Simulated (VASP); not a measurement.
Wanted: the native input for a VASP 6.6.1 run.

| Quantity | Value |
| --- | --- |
| Task | single point |
| Functional | PBE |
| Potentials or basis | VASP PAW PBE potentials, release 64 (Ca_pv, O) |
| Cutoff | 520 eV |
| k mesh | 12 × 12 × 12 |
| Occupations | gaussian, width 0.02 eV |
| Spin | no spin polarisation |
| Further INCAR settings | ALGO = Normal; EDIFF = 1e-07; NBANDS = 14 |

The structure of CaO lies in POSCAR:

```
CaO                                     
1.0
    0.0000000000      2.4857580636      2.4857580636
    2.4857580636      0.0000000000      2.4857580636
    2.4857580636      2.4857580636      0.0000000000
  Ca              O             
     1     1
Direct
     0.0000000000000000    0.0000000000000000    0.0000000000000000
     0.5000000000000000    0.5000000000000000    0.5000000000000000
```

The cell isn't the ideal one: a relaxed cell with its volume scaled by 1.09.

These files were run (other wordings do the same):

INCAR

```
PREC = Accurate
ENCUT = 520
EDIFF = 1E-7
ISMEAR = 0
SIGMA = 0.02
LREAL = F
LASPH = T
NELM = 60
ALGO = Normal
ISIF = 2
LWAVE = F
LCHARG = F
GGA = PE
NBANDS = 14
```

KPOINTS

```
regular mesh
0
Gamma
  12 12 12
```

Potentials or basis: VASP PAW PBE potentials, release 64 (Ca_pv, O).

Command:

```sh
$ cat potpaw_PBE.64/Ca_pv/POTCAR potpaw_PBE.64/O/POTCAR > POTCAR
$ mpirun -np 1 vasp_std > vasp.out
```

It gave:

The pressure is -7.6 GPa and the band gap on the k mesh is 3.64 eV, indirect (least direct gap 3.93 eV).

Wall time 21 s on 1 thread of Intel(R) Xeon(R) Platinum 8488C (Sapphire Rapids), with other jobs on the host, peak memory 0.18 GiB.
